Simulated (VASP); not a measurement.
Input:

```yaml
crystal:
  lattice:
    - [1.84338, -3.19283, 0.00000]
    - [1.84338, 3.19283, 0.00000]
    - [0.00000, 0.00000, 6.45231]
  atoms:
    - { symbol: Zr, position: [0.00000, 0.00000, 0.00000] }
    - { symbol: S, position: [0.33333, 0.66667, 0.22445] }
    - { symbol: S, position: [0.66667, 0.33333, 0.77555] }
```

Level of theory: PBE GGA, VASP's PBE PAW potentials (set 64) (plane waves; VASP 6.6.1). Settings: 520 eV cut-off, 6×6×3 Γ-centred mesh, Gaussian smearing of 0.050 eV, potentials Zr_sv S.

Without a dispersion term in the relaxation, distances and binding between the weakly bound layers, chains or molecules are unreliable, and so is what depends on them.

Task: What does the run give for the energy per atom (σ→0)?

Result: 
* **energy per atom (σ→0)**: -7.144 eV/atom

The compound is ZrS2 in the 1T layered structure. It was relaxed first, which changed the volume by +12 %.
